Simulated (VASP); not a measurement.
# TaGe (P6_3/mmc) in VASP: reference runs

How does TaGe come out in PBE? The cell is run as given.

Program: VASP 6.6.1. These are calculated values, not measurements. Logs are shortened: lines on timing, memory, paths and dates and some standing lists are left out, and cuts for length are marked.

**1. The crystal as given**

It takes space group P6_3/mmc (No. 194, hexagonal). The conventional cell has a = 3.915 Å, b = 3.915 Å, c = 5.003 Å, α = 90.00°, β = 90.00°, γ = 120.00°. Ta (site symmetry -3m) has 2 Ta at 2.50 Å and 6 Ge at 2.58 Å as nearest neighbours. Ge (site symmetry -6m2) has 6 Ta at 2.58 Å as nearest neighbours.

The cell was built by a generator and needn't be a form met in nature.

**2. Single point, PBE**

Input file INCAR:

```
PREC = Accurate
ENCUT = 520
EDIFF = 1E-7
ISMEAR = -1
SIGMA = 0.05
LREAL = False
LASPH = True
NELM = 80
ALGO = Normal
ISIF = 2
LWAVE = False
LCHARG = False
GGA = PE
NBANDS = 33
```

Input file KPOINTS:

```
Automatic mesh
0
Gamma
  8 8 6
```

Input file POSCAR:

```
TaGe
1.0
    3.9154048900      0.0000000000      0.0000000000
   -1.9577024500      3.3908401000      0.0000000000
    0.0000000000      0.0000000000      5.0027168700
Ta Ge
2 2
Direct
    0.0000000000      0.0000000000      0.0000000000
    0.0000000000      0.0000000000      0.5000000000
    0.3333333300      0.6666666700      0.2500000000
    0.6666666700      0.3333333300      0.7500000000
```

Potentials or basis: VASP PAW PBE potentials, release 64 (Ta_pv, Ge_d).

Started as:

```console
$ cat potpaw_PBE.64/Ta_pv/POTCAR potpaw_PBE.64/Ge_d/POTCAR > POTCAR
$ mpirun -np 1 vasp_std > vasp.out
```

OUTCAR:

```text
PREC = Accurate
   ENCUT = 520
   EDIFF = 1E-7
   ISMEAR = -1
   LREAL = False
   LASPH = True
   NELM = 80
   ISIF = 2
   GGA = PE

 ion  position               nearest neighbor table
   1  0.000  0.000  0.000-   2 2.50   2 2.50   4 2.58   3 2.58   4 2.58   3 2.58   4 2.58   3 2.58

   2  0.000  0.000  0.500-   1 2.50   1 2.50   4 2.58   3 2.58   4 2.58   3 2.58   4 2.58   3 2.58

   3  0.333  0.667  0.250-   1 2.58   2 2.58   1 2.58   2 2.58   1 2.58   2 2.58
   4  0.667  0.333  0.750-   1 2.58   2 2.58   1 2.58   2 2.58   1 2.58   2 2.58

  LATTYP: Found a hexagonal cell.
 ALAT       =     3.9154048900
 C/A-ratio  =     1.2777010323

  Lattice vectors:

 A1 = (   3.9154048900,   0.0000000000,   0.0000000000)
 A2 = (  -1.9577024500,   3.3908401000,   0.0000000000)
 A3 = (   0.0000000000,   0.0000000000,   5.0027168700)

Analysis of symmetry for initial positions (statically):
=====================================================================
 Subroutine PRICEL returns:
 Original cell was already a primitive cell.

 Routine SETGRP: Setting up the symmetry group for a
 hexagonal supercell.

 Subroutine GETGRP returns: Found 24 space group operations
 (whereof 12 operations were pure point group operations)
 out of a pool of 24 trial point group operations.

The static configuration has the point symmetry D_3d.
 The point group associated with its full space group is D_6h.

Analysis of symmetry for dynamics (positions and initial velocities):
=====================================================================
 Subroutine PRICEL returns:
 Original cell was already a primitive cell.

 Routine SETGRP: Setting up the symmetry group for a
 hexagonal supercell.

 Subroutine GETGRP returns: Found 24 space group operations
 (whereof 12 operations were pure point group operations)
 out of a pool of 24 trial point group operations.

The dynamic configuration has the point symmetry D_3d.
 The point group associated with its full space group is D_6h.

 Subroutine INISYM returns: Found 24 space group operations
 (whereof 12 operations are pure point group operations),
 and found     1 'primitive' translations

----------------------------------------------------------------------------------------

                                     Primitive cell

  volume of cell :      66.4186

  direct lattice vectors                    reciprocal lattice vectors
     3.915404890  0.000000000  0.000000000     0.255401428  0.147456084  0.000000000
    -1.957702450  3.390840100  0.000000000     0.000000000  0.294912166  0.000000000
     0.000000000  0.000000000  5.002716870     0.000000000  0.000000000  0.199891384

  length of vectors
     3.915404890  3.915404892  5.002716870     0.294912167  0.294912166  0.199891384

  position of ions in fractional coordinates (direct lattice)
     0.000000000  0.000000000  0.000000000
     0.000000000  0.000000000  0.500000000
     0.333333330  0.666666670  0.250000000
     0.666666670  0.333333330  0.750000000

  ion indices of the primitive-cell ions
   primitive index   ion index
                 1           1
                 2           2
                 3           3
                 4           4

----------------------------------------------------------------------------------------

 KPOINTS: Automatic mesh

Automatic generation of k-mesh.
 Grid dimensions read from file:
 generate k-points for:    8    8    6

 Generating k-lattice:

  Cartesian coordinates                     Fractional coordinates (reciprocal lattice)
     0.031925178  0.018432010  0.000000000     0.125000000  0.000000000  0.000000000
     0.000000000  0.036864021  0.000000000     0.000000000  0.125000000  0.000000000
     0.000000000  0.000000000  0.033315231     0.000000000  0.000000000  0.166666667

  Length of vectors
     0.036864021  0.036864021  0.033315231

  Shift w.r.t. Gamma in fractional coordinates (k-lattice)
     0.000000000  0.000000000  0.000000000

 Subroutine IBZKPT returns following result:
 ===========================================

 Found     40 irreducible k-points:

 Following reciprocal coordinates:
            Coordinates               Weight
  0.000000  0.000000  0.000000      1.000000
  0.125000  0.000000  0.000000      6.000000
  0.250000  0.000000  0.000000      6.000000
  0.375000  0.000000  0.000000      6.000000
  0.500000  0.000000  0.000000      3.000000
  0.125000  0.125000  0.000000      6.000000
[... 16 lines left out ...]
  0.250000  0.000000  0.333333     12.000000
  0.375000  0.000000  0.333333     12.000000
 [... further k-points ...]
   k-points           NKPTS =     40   k-points in BZ     NKDIM =     40   number of bands    NBANDS=     33
   number of dos      NEDOS =    301   number of ions     NIONS =      4
   total plane-waves  NPLWV =  36000
   dimension x,y,z NGX =    30 NGY =   30 NGZ =   40
   dimension x,y,z NGXF=    60 NGYF=   60 NGZF=   80
   ions per type =               2   2
   NGX,Y,Z   is equivalent  to a cutoff of  12.74, 12.74, 13.29 a.u.
   NGXF,Y,Z  is equivalent  to a cutoff of  25.48, 25.48, 26.58 a.u.
 SYSTEM =  unknown system
   PREC   = accura    normal or accurate (medium, high low for compatibility)
   ISTART =      0    job   : 0-new  1-cont  2-samecut
   ICHARG =      2    charge: 1-file 2-atom 10-const
   ISPIN  =      1    spin polarized calculation?
   LNONCOLLINEAR =      F non collinear calculations
   LSORBIT =      F    spin-orbit coupling
   LASPH  =      T    aspherical Exc in radial PAW
   ENCUT  =  520.0 eV  38.22 Ry    6.18 a.u.   7.28  7.28  9.30*2*pi/ulx,y,z
   NELM   =     80;   NELMIN=  2; NELMDL= -5     # of ELM steps
   EDIFF  = 0.1E-06   stopping-criterion for ELM
   LREAL  =      F    real-space projection
   EDIFFG = 0.1E-05   stopping-criterion for IOM
   NSW    =      0    number of steps for IOM
   IBRION =     -1    ionic relax: 0-MD 1-quasi-New 2-CG
   NFREE  =      0    steps in history (QN), initial steepest desc. (CG)
   ISIF   =      2    stress and relaxation
   ISYM   =      2    0-nonsym 1-usesym 2-fastsym
   POTIM  = 0.5000    time-step for ionic-motion
   TEBEG  =    0.0;   TEEND  =   0.0 temperature during run
   PSTRESS=    0.0 pullay stress
   NELECT =      50.0000    total number of electrons
   NUPDOWN=      -1.0000    fix difference up-down
   EMIN   =  10.00;   EMAX   =-10.00  energy-range for DOS
   EFERMI =   0.00;   METHOD = LEGACY
   ISMEAR =    -1;   SIGMA  =   0.05  broadening in eV -4-tet -1-fermi 0-gaus
   EFERMI_NEDOS =   21; number of points for ismear=-14 and -15
   IALGO  =     38    algorithm
   IMIX   =      4    mixing-type and parameters
     AMIX     =   0.40;   BMIX     =  1.00
     AMIX_MAG =   1.60;   BMIX_MAG =  1.00
  volume/ion in A,a.u.               =      16.60       112.05
  Fermi-wavevector in a.u.,A,eV,Ry     =   1.489252  2.814278 30.175974  2.217872
  Thomas-Fermi vector in A             =   2.602184
   LORBIT       =      0    0 simple, 1 ext, 2 COOP (PROOUT), +10 PAW based schemes
   GGA     = PE    functional components
   LHFCALC =     F    Hartree Fock is set to
   AEXX    =    0.0000 exact exchange contribution
   IVDW    =     0    specifies the selected vdW correction
   LEPSILON=     F    determine dielectric tensor
   LRPA    =     F    only Hartree local field effects (RPA)
 non-spin polarized calculation
  energy-cutoff  :      520.00
  volume of cell :       66.42
 maximum number of plane-waves:      1813
 NGX is ok and might be reduce to    30
   NGX = 15   NGY = 15   NGZ = 19

 number of electron      49.9999975 magnetization

 Free energy of the ion-electron system (eV)
  ---------------------------------------------------
  ext. energy  EPLUGINS =         0.00000000
  ---------------------------------------------------
  free energy    TOTEN  =       -30.08230204 eV

  energy without entropy =      -30.06523504  energy(sigma->0) =      -30.07376854

 E-fermi :   7.0770     XC(G=0): -12.3302

 val. band max:        7.0424218533   @ k =   0.2500   0.2500   0.1667
 cond. band min:       7.0990147560   @ k =   0.0000   0.0000   0.5000
 fundamental gap:      0.0565929027
 Fermi energy:         7.0769860930

 k-point     1 :       0.0000    0.0000    0.0000
  band No.  band energies     occupation
      1     -28.4581      2.00000
      2     -27.4973      2.00000
      3     -27.4973      2.00000
      4     -27.1683      2.00000
      5     -27.1683      2.00000
      6     -25.9889      2.00000
[... 25 lines left out ...]
     32      12.1387      0.00000
     33      14.7050      0.00000

 k-point     2 :       0.1250    0.0000    0.0000
  band No.  band energies     occupation
      1     -28.4563      2.00000
      2     -27.5071      2.00000
      3     -27.4992      2.00000
      4     -27.1748      2.00000
      5     -27.1705      2.00000
      6     -25.9889      2.00000
[... 25 lines left out ...]
     32      12.5396      0.00000
     33      13.5951      0.00000

 k-point     3 :       0.2500    0.0000    0.0000
  band No.  band energies     occupation
      1     -28.4519      2.00000
      2     -27.5304      2.00000
      3     -27.5036      2.00000
      4     -27.1908      2.00000
      5     -27.1758      2.00000
      6     -25.9887      2.00000
[... 25 lines left out ...]
     32      13.0965      0.00000
     33      13.4647      0.00000

 k-point     4 :       0.3750    0.0000    0.0000
  band No.  band energies     occupation
      1     -28.4474      2.00000
      2     -27.5535      2.00000
      3     -27.5079      2.00000
      4     -27.2066      2.00000
      5     -27.1812      2.00000
      6     -25.9885      2.00000
[... 25 lines left out ...]
     32      12.0621      0.00000
     33      14.9917      0.00000

 k-point     5 :       0.5000    0.0000    0.0000
  band No.  band energies     occupation
      1     -28.4456      2.00000
      2     -27.5631      2.00000
      3     -27.5098      2.00000
      4     -27.2132      2.00000
      5     -27.1834      2.00000
      6     -25.9884      2.00000
[... 604 lines left out ...]
 k-point    22 :       0.1250    0.0000    0.3333
  band No.  band energies     occupation
      1     -27.9009      2.00000
      2     -27.4261      2.00000
      3     -27.4190      2.00000
      4     -27.2600      2.00000
      5     -27.2548      2.00000
      6     -26.6753      2.00000
[... 25 lines left out ...]
     32      13.1107      0.00000
     33      14.3179      0.00000

 k-point    23 :       0.2500    0.0000    0.3333
  band No.  band energies     occupation
      1     -27.8972      2.00000
      2     -27.4477      2.00000
      3     -27.4236      2.00000
      4     -27.2779      2.00000
      5     -27.2598      2.00000
      6     -26.6736      2.00000
[... 25 lines left out ...]
     32      12.7539      0.00000
     33      13.1403      0.00000

 k-point    24 :       0.3750    0.0000    0.3333
  band No.  band energies     occupation
      1     -27.8935      2.00000
      2     -27.4691      2.00000
      3     -27.4282      2.00000
      4     -27.2957      2.00000
      5     -27.2649      2.00000
      6     -26.6719      2.00000
[... 25 lines left out ...]
     32      13.1712      0.00000
     33      13.2040      0.00000

 [... further k-points ...]
[... 5 lines left out ...]
  --------------------------------------------------------------------------------------
  -------------------------------------------------------------------------------------
  Total        8.1415085      8.1415085     31.2776009     -0.0000000      0.0000000      0.0000000
  in kB      196.3927946    196.3927945    754.4910659     -0.0000003      0.0000000      0.0000000
  external PRESSURE =     382.4255517 kB  Pullay stress =       0.0000000 kB

 VOLUME and BASIS-vectors are now :
 -----------------------------------------------------------------------------
  energy-cutoff  :      520.00
  volume of cell :       66.42
      direct lattice vectors                 reciprocal lattice vectors
     3.915404890  0.000000000  0.000000000     0.255401428  0.147456084  0.000000000
    -1.957702450  3.390840100  0.000000000     0.000000000  0.294912166  0.000000000
     0.000000000  0.000000000  5.002716870     0.000000000  0.000000000  0.199891384

 POSITION                                       TOTAL-FORCE (eV/Angst)
 -----------------------------------------------------------------------------------
      0.00000      0.00000      0.00000         0.000000      0.000000      0.000000
      0.00000      0.00000      2.50136         0.000000      0.000000      0.000000
     -0.00000      2.26056      1.25068        -0.000000      0.000000     -0.000000
      1.95770      1.13028      3.75204         0.000000      0.000000      0.000000
 -----------------------------------------------------------------------------------
    total drift:                                0.000000      0.000000      0.000000

  FREE ENERGIE OF THE ION-ELECTRON SYSTEM (eV)
  ---------------------------------------------------
  free  energy   TOTEN  =       -30.0823020445 eV

  energy  without entropy=      -30.0652350421  energy(sigma->0) =      -30.07376854
```

Wall time 98 s (1 thread of Intel Xeon Platinum 8259CL at 2.50GHz (Skylake/Cascade Lake), shared host); peak memory 0.22 GiB.

Results:

| Item | Value |
| --- | --- |
| Free energy | -30.0823 eV |
| Pressure | 38.2 GPa |
| Band gap on the k mesh | none (metal or under the smearing width) |

Stress tensor (GPa, compression positive):
```
19.64  0.00  0.00
 0.00 19.64  0.00
 0.00  0.00 75.45
```

Levels at points of the mesh, in eV from the Fermi level:
| k point | band 23 | band 24 | band 25 | band 26 | band 27 | band 28 |
| --- | --- | --- | --- | --- | --- | --- |
| (0.00, 0.00, 0.00) | -1.92 | -1.92 | 0.42 | 0.42 | 2.21 | 2.21 |
| (0.50, 0.00, 0.00) | -1.37 | -1.01 | -1.00 | -0.08 | 0.50 | 2.21 |
| (0.00, 0.00, 0.50) | -1.24 | -1.24 | 0.02 | 0.02 | 0.02 | 0.02 |
| (0.50, 0.00, 0.50) | -1.09 | -1.09 | 0.70 | 0.70 | 1.40 | 1.40 |

Caveat: a pressure of tens of GPa on the cell as given is suspect, and the run, the potentials or the cell itself is likely at fault.
